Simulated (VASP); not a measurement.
Level of theory: HSE06 screened hybrid, VASP's PBE PAW potentials (set 64) (plane waves; VASP).

The input files of a VASP run:

### INCAR
```
AEXX=0.25
ALGO=Normal
EDIFF=1E-6
ENCUT=500
GGA=PE
HFSCREEN=0.2
ISIF=2
ISMEAR=0
ISYM=3
LASPH=T
LCHARG=F
LHFCALC=T
LREAL=F
LWAVE=F
NELM=60
PREC=Accurate
PRECFOCK=Fast
SIGMA=0.05
SYSTEM=SiO2
```

File POSCAR:
```
SiO2
1
    4.2331700000     0.0000000000     0.0000000000
    0.0000000000     4.2331700000     0.0000000000
    0.0000000000     0.0000000000     2.6934900000
Si O
2 4
Direct
  0.5000000000   0.5000000000   0.5000000000
  0.0000000000   0.0000000000   0.0000000000
  0.6931600000   0.6931600000   0.0000000000
  0.3068400000   0.3068400000   0.0000000000
  0.8068400000   0.1931600000   0.5000000000
  0.1931600000   0.8068400000   0.5000000000
```

### KPOINTS_OPT
```
named points and PBE's band edges
8
Reciprocal
  0.000000   0.000000   0.000000 1 ! GAMMA
  0.000000   0.000000   0.500000 1 ! Z
  0.500000   0.500000   0.000000 1 ! M
  0.500000   0.500000   0.500000 1 ! A
  0.000000   0.500000   0.500000 1 ! R
  0.000000   0.500000   0.000000 1 ! X
  0.000000   0.000000   0.055560 1 ! near an edge
  0.000000   0.055560   0.000000 1 ! near an edge
```

**KPOINTS**
```
Automatic mesh
0
Gamma
4 4 6
0 0 0
```

POTCAR, in this order: Si O (PBE.64 set). Program: vasp_std. Read from the step before: WAVECAR.

Output of the run:

File OUTCAR:
```
 ion  position               nearest neighbor table
   1  0.500  0.500  0.500-   3 1.78   4 1.78   3 1.78   4 1.78   5 1.84   6 1.84
   2  0.000  0.000  0.000-   5 1.78   6 1.78   5 1.78   6 1.78   3 1.84   4 1.84
   3  0.693  0.693  0.000-   1 1.78   1 1.78   2 1.84
   4  0.307  0.307  0.000-   1 1.78   1 1.78   2 1.84
   5  0.807  0.193  0.500-   2 1.78   2 1.78   1 1.84
   6  0.193  0.807  0.500-   2 1.78   2 1.78   1 1.84
  LATTYP: Found a simple tetragonal cell.
 ALAT       =     4.2331700000
 C/A-ratio  =     0.6362820298
 Subroutine PRICEL returns:
 Original cell was already a primitive cell.
 Subroutine GETGRP returns: Found 16 space group operations
The static configuration has the point symmetry D_2h.
 The point group associated with its full space group is D_4h.
The dynamic configuration has the point symmetry D_2h.
 Subroutine INISYM returns: Found 16 space group operations
 Subroutine IBZKPT returns following result:
 Found     24 irreducible k-points:

 Following reciprocal coordinates:
            Coordinates               Weight
  0.000000  0.000000  0.000000      1.000000
  0.250000  0.000000  0.000000      4.000000
  0.500000  0.000000  0.000000      2.000000
  0.250000  0.250000  0.000000      4.000000
  0.500000  0.250000  0.000000      4.000000
  0.500000  0.500000  0.000000      1.000000
  0.000000  0.000000  0.166667      2.000000
  0.250000  0.000000  0.166667      8.000000
  0.500000  0.000000  0.166667      4.000000
  0.250000  0.250000  0.166667      8.000000
  0.500000  0.250000  0.166667      8.000000
  0.500000  0.500000  0.166667      2.000000
  0.000000  0.000000  0.333333      2.000000
  0.250000  0.000000  0.333333      8.000000
  0.500000  0.000000  0.333333      4.000000
  0.250000  0.250000  0.333333      8.000000
  0.500000  0.250000  0.333333      8.000000
  0.500000  0.500000  0.333333      2.000000
...
```

### OSZICAR
```
       N       E                     dE             d eps       ncg     rms          rms(c)
DAV:   1    -0.573501370703E+02   -0.57350E+02   -0.10309E+00  1004   0.892E+00    0.381E+00
DAV:   2    -0.573562244563E+02   -0.60874E-02   -0.30018E-02  1108   0.130E+00    0.287E+00
DAV:   3    -0.573529989366E+02    0.32255E-02   -0.24671E-03  1080   0.340E-01    0.169E+00
DAV:   4    -0.573522201627E+02    0.77877E-03   -0.92712E-04  1072   0.193E-01    0.946E-01
DAV:   5    -0.573520027214E+02    0.21744E-03   -0.15617E-04  1088   0.944E-02    0.525E-01
DAV:   6    -0.573519326146E+02    0.70107E-04   -0.46585E-05  1092   0.597E-02    0.295E-01
DAV:   7    -0.573519125383E+02    0.20076E-04   -0.13977E-05  1096   0.342E-02    0.165E-01
DAV:   8    -0.573519067150E+02    0.58233E-05   -0.35407E-06  1044   0.173E-02    0.921E-02
DAV:   9    -0.573519050915E+02    0.16235E-05   -0.10169E-06   680   0.940E-03    0.523E-02
DAV:  10    -0.573519047090E+02    0.38257E-06   -0.42898E-07   572   0.620E-03
   1 F= -.57351905E+02 E0= -.57351905E+02  d E =-.853784E-13
       N       E                     dE             ncg
```

**OUTCAR**
```
------------------------ aborting loop because EDIFF is reached ----------------------------------------
  FORCE on cell =-STRESS in cart. coord.  units (eV):
  Direction    XX          YY          ZZ          XY          YZ          ZX
  --------------------------------------------------------------------------------------
  Total       -3.2471614     -3.2471614     -3.9512249      0.0000000      0.0000000      0.0000000
  in kB     -107.7873196   -107.7873196   -131.1582301      0.0000000      0.0000000      0.0000000
  external PRESSURE =    -115.5776231 kB  Pullay stress =       0.0000000 kB
  volume of cell :       48.27
      direct lattice vectors                 reciprocal lattice vectors
     4.233170000  0.000000000  0.000000000     0.236229587  0.000000000  0.000000000
     0.000000000  4.233170000  0.000000000     0.000000000  0.236229587  0.000000000
     0.000000000  0.000000000  2.693490000     0.000000000  0.000000000  0.371265533
 POSITION                                       TOTAL-FORCE (eV/Angst)
 -----------------------------------------------------------------------------------
      2.11659      2.11659      1.34675         0.000000     -0.000000      0.000000
      0.00000      0.00000      0.00000         0.000000     -0.000000      0.000000
      2.93426      2.93426      0.00000        -0.105493     -0.105493      0.000000
      1.29891      1.29891      0.00000         0.105493      0.105493      0.000000
      3.41549      0.81768      1.34675         0.105493     -0.105493      0.000000
      0.81768      3.41549      1.34675        -0.105493      0.105493      0.000000
 -----------------------------------------------------------------------------------
    total drift:                               -0.000000      0.000000      0.000000
  FREE ENERGIE OF THE ION-ELECTRON SYSTEM (eV)
  ---------------------------------------------------
  free  energy   TOTEN  =       -57.3519047090 eV

  energy  without entropy=      -57.3519047090  energy(sigma->0) =      -57.35190471

  exchange ACFDT corr.  =         0.00000000  see jH, gK, PRB 81, 115126
```
(Selected blocks of OUTCAR.)

The structure comes from a computed database's SiO2 entry (P4_2/mnm); how it stands against other phases isn't given here. The cell was not relaxed at this level.
